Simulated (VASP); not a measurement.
Level of theory: PBEsol GGA, VASP's PBE PAW potentials (set 64) (plane waves; VASP).

VASP input:

**INCAR**
```
SYSTEM = PPd
PREC = Accurate
ENCUT = 480
EDIFF = 1E-7
NELM = 100
ALGO = Normal
LREAL = .FALSE.
LASPH = .TRUE.
ISMEAR = 1
SIGMA = 0.1
GGA = PS
LMAXMIX = 4
LWAVE = .FALSE.
LCHARG = .FALSE.
ISIF = 2
```

### KPOINTS
```
K-points
0
G
 8 8 10
```

### POSCAR
```
PPd
1
    1.7683240974    -5.4242187625     0.0000000000
    1.7683240974     5.4242187625    -0.0000000000
    0.0000000000    -0.0000000000     2.9878316555
P Pd
2 2
Direct
  0.5939821964   0.4060178036   0.2500000000
  0.4152357209   0.5847642791   0.7500000000
  0.8251564409   0.1748435591   0.2500000000
  0.1748435591   0.8251564409   0.7500000000
```

POTCAR, in this order: P Pd (PBE.64 set). Program: vasp_std.

The resulting files:

### OSZICAR
```
       N       E                     dE             d eps       ncg     rms          rms(c)
DAV:   1     0.153443507385E+03    0.15344E+03   -0.14121E+04  4788   0.140E+03
DAV:   2    -0.177942524427E+02   -0.17124E+03   -0.16483E+03  5233   0.289E+02
DAV:   3    -0.251890527863E+02   -0.73948E+01   -0.71496E+01  5860   0.567E+01
DAV:   4    -0.253085486086E+02   -0.11950E+00   -0.11913E+00  5449   0.736E+00
DAV:   5    -0.253106355974E+02   -0.20870E-02   -0.20865E-02  5788   0.972E-01    0.163E+01
DAV:   6    -0.247324786447E+02    0.57816E+00   -0.76526E+00  5467   0.259E+01    0.965E+00
DAV:   7    -0.244095408450E+02    0.32294E+00   -0.18229E+00  5412   0.137E+01    0.524E+00
DAV:   8    -0.243748264775E+02    0.34714E-01   -0.13695E-01  5274   0.297E+00    0.919E-01
DAV:   9    -0.243691560291E+02    0.56704E-02   -0.25635E-02  5591   0.188E+00    0.376E-01
DAV:  10    -0.243687298378E+02    0.42619E-03   -0.63458E-03  5527   0.104E+00    0.229E-01
DAV:  11    -0.243686568671E+02    0.72971E-04   -0.68930E-04  5342   0.304E-01    0.970E-02
DAV:  12    -0.243686605415E+02   -0.36743E-05   -0.55517E-05  5603   0.687E-02    0.197E-02
DAV:  13    -0.243686598965E+02    0.64500E-06   -0.93519E-06  5470   0.370E-02    0.622E-03
DAV:  14    -0.243686598047E+02    0.91803E-07   -0.70583E-07  5372   0.812E-03
   1 F= -.24368660E+02 E0= -.24367955E+02  d E =-.211313E-02
```

**OUTCAR**
```
------------------------ aborting loop because EDIFF is reached ----------------------------------------
  FORCE on cell =-STRESS in cart. coord.  units (eV):
  Direction    XX          YY          ZZ          XY          YZ          ZX
  --------------------------------------------------------------------------------------
  Total        0.7928088      0.7680413      0.1884181      0.0000000      0.0000000      0.0000000
  in kB       22.1612296     21.4689098      5.2668144      0.0000000      0.0000000      0.0000000
  external PRESSURE =      16.2989846 kB  Pullay stress =       0.0000000 kB
  volume of cell :       57.32
      direct lattice vectors                 reciprocal lattice vectors
     1.768324097 -5.424218762  0.000000000     0.282753597 -0.092179173  0.000000000
     1.768324097  5.424218762  0.000000000     0.282753597  0.092179173  0.000000000
     0.000000000  0.000000000  2.987831655     0.000000000  0.000000000  0.334690878
 POSITION                                       TOTAL-FORCE (eV/Angst)
 -----------------------------------------------------------------------------------
      1.76832     -1.01956      0.74696         0.000000      0.382634      0.000000
      1.76832      0.91956      2.24087         0.000000     -0.126063      0.000000
      1.76832     -3.52744      0.74696         0.000000     -0.104740      0.000000
      1.76832      3.52744      2.24087         0.000000     -0.151831      0.000000
 -----------------------------------------------------------------------------------
    total drift:                                0.000000     -0.000040      0.000000
  FREE ENERGIE OF THE ION-ELECTRON SYSTEM (eV)
  ---------------------------------------------------
  free  energy   TOTEN  =       -24.3686598047 eV

  energy  without entropy=      -24.3665466717  energy(sigma->0) =      -24.36795543
```
(Selected blocks of OUTCAR.)

The structure was generated: PPd was put into the CrB type (Cmcm), which need not be its known phase. This cell was strained or had an atom moved on purpose.
